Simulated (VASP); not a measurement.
# SrTiO3 (Tausonite): the band gap up a ladder of functionals, part 2 of 2

Wanted: bands and gap of SrTiO3 (Tausonite) from one functional after another. LASPH is on for some levels and off for others; the table marks which. The start is a cell from a database of measured crystal structures.

VASP 6.6.1, plane waves and PAW; the level of theory is named at each step.

So far, least gap on mesh and path (eV): step 2 (bands, level LDA, k 4×4×4) 1.73; step 6 (bands, level TB-mBJ, k 4×4×4) 2.81; step 7 (bands, level LAK, k 4×4×4) 2.46; step 8 (bands, level BLYP, k 4×4×4) 1.85; step 10 (bands, level HSE06, k 4×4×4) 3.31.

### 11. Bands with HSE03, k 4×4×4

This step: HSE03; plane waves and PAW (Sr_sv, Ti_sv, O) (VASP 6.6.1).

HSE03, as typed here, screens exact exchange more strongly than HSE06 (HFSCREEN 0.3 against 0.2).

INCAR reads:

```
SYSTEM = SrTiO3
PREC = Accurate
ENCUT = 520
EDIFF = 1E-06
NELM = 100
ISMEAR = 0
SIGMA = 0.02
LREAL = .FALSE.
ALGO = Normal
LHFCALC = .TRUE.
AEXX = 0.25
GGA = PE
HFSCREEN = 0.3
LASPH = .TRUE.
NBANDS = 26
PRECFOCK = Fast
LORBIT = 11
LWAVE = .FALSE.
LCHARG = .FALSE.
KPAR = 8
```

POSCAR reads:

```
SrTiO3
1.0
    3.9052800000      0.0000000000      0.0000000000
    0.0000000000      3.9052800000      0.0000000000
    0.0000000000      0.0000000000      3.9052800000
Sr Ti O
1 1 3
Direct
    0.5000000000      0.5000000000      0.5000000000
    0.0000000000      0.0000000000      0.0000000000
    0.5000000000      0.0000000000      0.0000000000
    0.0000000000      0.5000000000      0.0000000000
    0.0000000000      0.0000000000      0.5000000000
```

KPOINTS reads:

```
Automatic mesh
0
Gamma
4 4 4
0 0 0
```

KPOINTS_OPT reads:

```
Line mode
6
Line-mode
Reciprocal
  0.00000000   0.00000000   0.00000000 GAMMA
  0.00000000   0.50000000   0.00000000 X

  0.00000000   0.50000000   0.00000000 X
  0.50000000   0.50000000   0.00000000 M

  0.50000000   0.50000000   0.00000000 M
  0.00000000   0.00000000   0.00000000 GAMMA

  0.00000000   0.00000000   0.00000000 GAMMA
  0.50000000   0.50000000   0.50000000 R

  0.50000000   0.50000000   0.50000000 R
  0.00000000   0.50000000   0.00000000 X

  0.50000000   0.50000000   0.00000000 M
  0.50000000   0.50000000   0.50000000 R
```

Potentials, in the order of the species: Sr_sv, Ti_sv and O (PBE family, release 64).

Command:

```bash
> mpirun -np 8 vasp_std
```

Wall time 8.3 min (8 MPI ranks of AMD EPYC 9R45, shared host); peak memory 2.5 GiB.

The electronic bands at the labelled points (eV, zero at the valence-band top; v1 is the highest filled band, c1 the lowest empty one):

```tsv
point	v4	v3	v2	v1	c1	c2	c3	c4
Γ	-1.27	-0.39	-0.39	-0.39	3.04	3.04	3.04	5.46
0.60 of the way	-2.08	-1.82	-0.71	-0.71	3.16	4.47	4.47	5.47
X	-2.49	-2.07	-0.81	-0.81	3.23	5.13	5.13	5.48
0.40 of the way	-2.11	-1.44	-1.27	-0.95	3.95	5.14	5.23	6.12
M	-1.96	-1.70	-1.70	-0.09	5.15	5.15	5.71	6.53
0.60 of the way	-1.60	-1.33	-0.92	-0.90	3.80	3.94	4.23	5.97
Γ	-1.27	-0.39	-0.39	-0.39	3.04	3.04	3.04	5.46
0.60 of the way	-3.49	-0.82	-0.82	-0.47	5.07	5.11	5.11	8.43
R	-4.01	0.00	0.00	0.00	5.94	5.94	5.94	8.37
0.40 of the way	-3.39	-0.77	-0.61	-0.34	5.17	5.51	5.55	8.37
X	-2.49	-2.07	-0.81	-0.81	3.23	5.13	5.13	5.48
jump to M	-1.96	-1.70	-1.70	-0.09	5.15	5.15	5.71	6.53
0.60 of the way	-3.78	-0.48	-0.48	-0.03	5.60	5.60	5.86	8.41
R	-4.01	0.00	0.00	0.00	5.94	5.94	5.94	8.37
```

Of the projections kept (Sr, Ti, O), the largest for each band there; the rest of the weight can lie on other orbitals:

```tsv
point	v4	v3	v2	v1	c1	c2	c3	c4
Γ	O 1.00	O 0.95	O 0.95	O 0.95	Ti 0.97	Ti 0.97	Ti 0.97	Ti 0.95
X	O 0.77	O 0.93	O 0.94	O 0.94	Ti 1.00	Ti 0.83	Ti 0.83	Ti 0.95
M	O 0.84	O 0.94	O 0.94	O 0.98	Ti 0.84	Ti 0.84	Ti 0.88	Ti 0.88
Γ	O 1.00	O 0.95	O 0.95	O 0.95	Ti 0.97	Ti 0.97	Ti 0.97	Ti 0.95
R	O 0.69	O 1.00	O 1.00	O 1.00	Ti 0.86	Ti 0.86	Ti 0.86	Sr 0.85
X	O 0.77	O 0.93	O 0.94	O 0.94	Ti 1.00	Ti 0.83	Ti 0.83	Ti 0.95
```

The gap is 3.04 eV, indirect, from R to Γ. Against LDA that is +1.32 eV; this run took 31 times the core time, on fewer points of the path.

### 12. Bands with r2SCAN0, k 4×4×4

This step: r2SCAN0; plane waves and PAW (Sr_sv, Ti_sv, O) (VASP 6.6.1).

r2SCAN0 replaces a quarter of the r2SCAN exchange by unscreened exact exchange.

Edit INCAR of step 11 so:

```diff
@@ -11,4 +11,3 @@
 AEXX = 0.25
-GGA = PE
-HFSCREEN = 0.3
+METAGGA = R2SCAN
 LASPH = .TRUE.
@@ -16,2 +15,3 @@
 PRECFOCK = Fast
+HFRCUT = -1
 LORBIT = 11
```

POSCAR is that of step 11.

KPOINTS is that of step 11.

KPOINTS_OPT is that of step 11.

Command:

```bash
> mpirun -np 8 vasp_std
```

Elapsed: 8.7 min, on 8 MPI ranks; peak memory 1.7 GiB; 70 min of CPU time.

The electronic bands at the labelled points (eV, zero at the valence-band top; v1 is the highest filled band, c1 the lowest empty one):

```tsv
point	v4	v3	v2	v1	c1	c2	c3	c4
Γ	-1.29	-0.39	-0.39	-0.39	4.38	4.38	4.38	6.72
0.60 of the way	-2.11	-1.86	-0.72	-0.72	4.51	5.82	5.82	6.73
X	-2.53	-2.12	-0.82	-0.82	4.57	6.50	6.50	6.74
0.40 of the way	-2.15	-1.47	-1.28	-0.97	5.29	6.51	6.61	7.40
M	-2.00	-1.74	-1.74	-0.09	6.52	6.52	7.10	7.85
0.60 of the way	-1.62	-1.36	-0.92	-0.92	5.14	5.29	5.58	7.25
Γ	-1.29	-0.39	-0.39	-0.39	4.38	4.38	4.38	6.72
0.60 of the way	-3.56	-0.84	-0.84	-0.49	6.45	6.49	6.49	9.81
R	-4.10	0.00	0.00	0.00	7.34	7.34	7.34	9.89
0.40 of the way	-3.45	-0.79	-0.62	-0.35	6.55	6.91	6.94	9.75
X	-2.53	-2.12	-0.82	-0.82	4.57	6.50	6.50	6.74
jump to M	-2.00	-1.74	-1.74	-0.09	6.52	6.52	7.10	7.85
0.60 of the way	-3.86	-0.49	-0.49	-0.03	6.99	6.99	7.25	9.88
R	-4.10	0.00	0.00	0.00	7.34	7.34	7.34	9.89
```

Of the projections kept (Sr, Ti, O), the largest for each band there; the rest of the weight can lie on other orbitals:

```tsv
point	v4	v3	v2	v1	c1	c2	c3	c4
Γ	O 1.00	O 0.95	O 0.95	O 0.95	Ti 0.97	Ti 0.97	Ti 0.97	Ti 0.95
X	O 0.79	O 0.94	O 0.94	O 0.94	Ti 1.00	Ti 0.84	Ti 0.84	Ti 0.95
M	O 0.84	O 0.94	O 0.94	O 0.98	Ti 0.85	Ti 0.85	Ti 0.89	Ti 0.89
Γ	O 1.00	O 0.95	O 0.95	O 0.95	Ti 0.97	Ti 0.97	Ti 0.97	Ti 0.95
R	O 0.70	O 1.00	O 1.00	O 1.00	Ti 0.87	Ti 0.87	Ti 0.87	Sr 0.85
X	O 0.79	O 0.94	O 0.94	O 0.94	Ti 1.00	Ti 0.84	Ti 0.84	Ti 0.95
```

The gap is 4.38 eV, indirect, from R to Γ. Against LDA that is +2.66 eV; this run took 33 times the core time, on fewer points of the path.

### 13. Bands with PBE + SOC

This step: PBE, spin-orbit coupling; plane waves and PAW (Sr_sv, Ti_sv, O) (VASP 6.6.1).

Spin-orbit coupling needs spinors and the noncollinear program, where each band holds one electron.

INCAR reads:

```
SYSTEM = SrTiO3
PREC = Accurate
ENCUT = 520
EDIFF = 1E-06
NELM = 100
ISMEAR = 0
SIGMA = 0.02
LREAL = .FALSE.
ALGO = Normal
GGA = PE
LNONCOLLINEAR = .TRUE.
MAGMOM = 0 0 0 0 0 0 0 0 0 0 0 0 0 0 0
NBANDS = 52
GGA_COMPAT = .FALSE.
LASPH = .TRUE.
LSORBIT = .TRUE.
LMAXMIX = 4
LORBIT = 11
LWAVE = .FALSE.
LCHARG = .FALSE.
KPAR = 8
```

POSCAR is that of step 12.

KPOINTS reads:

```
Automatic mesh
0
Gamma
5 5 5
0 0 0
```

Edit KPOINTS_OPT of step 12 so:

```diff
@@ -1,3 +1,3 @@
 Line mode
-6
+16
 Line-mode
```

Command:

```bash
> mpirun -np 8 vasp_ncl
```

Run time: 69 s. Hardware: 8 MPI ranks; peak memory 2.6 GiB; 9 min of CPU time.

LASPH is switched on together with spin-orbit coupling, so the change from the scalar run holds both.

Electronic bands along the path, in eV, zero at the valence-band top; v1 is the highest filled band, c1 the lowest empty one:

```tsv
point	v4	v3	v2	v1	c1	c2	c3	c4
Γ	-0.34	-0.34	-0.34	-0.34	1.84	1.84	1.84	1.84
0.47 of the way	-0.61	-0.61	-0.57	-0.57	1.92	1.92	2.80	2.80
X	-0.76	-0.76	-0.72	-0.72	2.01	2.01	3.76	3.76
0.47 of the way	-1.28	-1.28	-0.73	-0.73	2.88	2.88	3.77	3.77
M	-1.56	-1.56	-0.10	-0.10	3.77	3.77	3.78	3.78
0.47 of the way	-1.14	-1.14	-0.70	-0.70	2.96	2.96	3.10	3.10
Γ	-0.34	-0.34	-0.34	-0.34	1.84	1.84	1.84	1.84
0.53 of the way	-0.89	-0.89	-0.56	-0.56	3.45	3.45	3.50	3.50
R	0.00	0.00	0.00	0.00	4.44	4.44	4.44	4.44
0.47 of the way	-0.74	-0.74	-0.46	-0.46	3.57	3.57	4.00	4.00
X	-0.76	-0.76	-0.72	-0.72	2.01	2.01	3.76	3.76
jump to M	-1.56	-1.56	-0.10	-0.10	3.77	3.77	3.78	3.78
0.53 of the way	-0.60	-0.60	-0.05	-0.05	4.08	4.08	4.10	4.10
R	0.00	0.00	0.00	0.00	4.44	4.44	4.44	4.44
```

Of the projections kept (Sr, Ti, O), the largest for each band there; the rest of the weight can lie on other orbitals:

```tsv
point	v4	v3	v2	v1	c1	c2	c3	c4
Γ	O 0.96	O 0.96	O 0.96	O 0.96	Ti 0.97	Ti 0.97	Ti 0.97	Ti 0.97
X	O 0.94	O 0.94	O 0.94	O 0.94	Ti 1.00	Ti 1.00	Ti 0.80	Ti 0.80
M	O 0.94	O 0.94	O 0.98	O 0.98	Ti 0.82	Ti 0.82	Ti 0.82	Ti 0.82
Γ	O 0.96	O 0.96	O 0.96	O 0.96	Ti 0.97	Ti 0.97	Ti 0.97	Ti 0.97
R	O 1.00	O 1.00	O 1.00	O 1.00	Ti 0.85	Ti 0.85	Ti 0.85	Ti 0.85
X	O 0.94	O 0.94	O 0.94	O 0.94	Ti 1.00	Ti 1.00	Ti 0.80	Ti 0.80
```

The gap is 1.84 eV, indirect, from R to Γ. That is the gap of PBE again, on another mesh; this run took 4.3 times the core time.

### 14. The ladder as a table

This step: ladder of functionals on one cell; plane waves and PAW (VASP 6.6.1).

No new run; the numbers come from the runs before.

A gap of 0 means none; cost is the wall time of each run, as given at its step, times its ranks, without the set-up around it; LASPH differs between rows, which moves results and costs too. Results by level, by row:

```tsv
level	gap (eV)	least direct gap (eV)	pressure (GPa)	cost (core minutes)	LASPH
LDA	1.725	2.084	-6.25	2.13	off
PBEsol	1.78	2.14	-1.27	2.19	off
PBE	1.834	2.19	5	2.16	off
r2SCAN	2.257	2.641	1.2	7.87	on
TB-mBJ	2.806	3.229	-	5.47	on
LAK	2.464	2.874	5.66	9.07	on
BLYP	1.852	2.202	10.16	3.2	off
HSE06	3.312	3.693	-	69.3	on
HSE03	3.044	3.438	-	66.7	on
r2SCAN0	4.383	4.777	-	69.7	on
PBE + SOC	1.835	2.176	4.95	9.2	on
```

### 15. What came out

```
gap, LDA       : 1.73 eV
gap, PBEsol    : 1.78 eV
gap, PBE       : 1.83 eV
gap, r2SCAN    : 2.26 eV
gap, TB-mBJ    : 2.81 eV
gap, LAK       : 2.46 eV
gap, BLYP      : 1.85 eV
gap, HSE06     : 3.31 eV
gap, HSE03     : 3.04 eV
gap, r2SCAN0   : 4.38 eV
gap, PBE + SOC : 1.84 eV
```

**Reading.** For SrTiO3 (Tausonite), without spin-orbit coupling, the functional decides between a gap of 1.73 eV (LDA) and 4.38 eV (r2SCAN0), while across these levels the cost spans a factor of 33. HSE06 moves the gap by +1.48 eV from PBE, at about 32 times the core time, though on fewer points of the path. On r2SCAN the gap grows with the share of exact exchange: 2.26 eV at none, 4.38 eV at 0.25. Spin-orbit coupling changes the PBE gap by +0.00 eV (the two runs use different meshes). TB-mBJ lands -0.51 eV from HSE06 at 7.9 % of its cost. All levels use one geometry, and one mesh but for spin-orbit runs, kept coarse to afford the hybrids, so no gap here is fully converged. Costs come from a shared host, and the hybrids use PRECFOCK = Fast. These are single-particle gaps of a static lattice, without excitons or temperature. LASPH is on for some levels and off for others, so differences between them are not the functional's alone. The spin-orbit shifts include the switch to LASPH.

[Lines on the potential files, build, host, timing and source positions are cut from VASP's logs without a mark.]

[Logs are printed without paths, hosts, clocks, repeated set-up lines and the standing remarks that a program may print on its own settings, such as how far it seeks lower states.]

[Hosts, paths, dates, database ids (printed as entryN), source tags and the programs' standing remarks are cut or masked in the printed files.]

[A measured line is paired with the nearest computed mode of its activity, which favours agreement.]
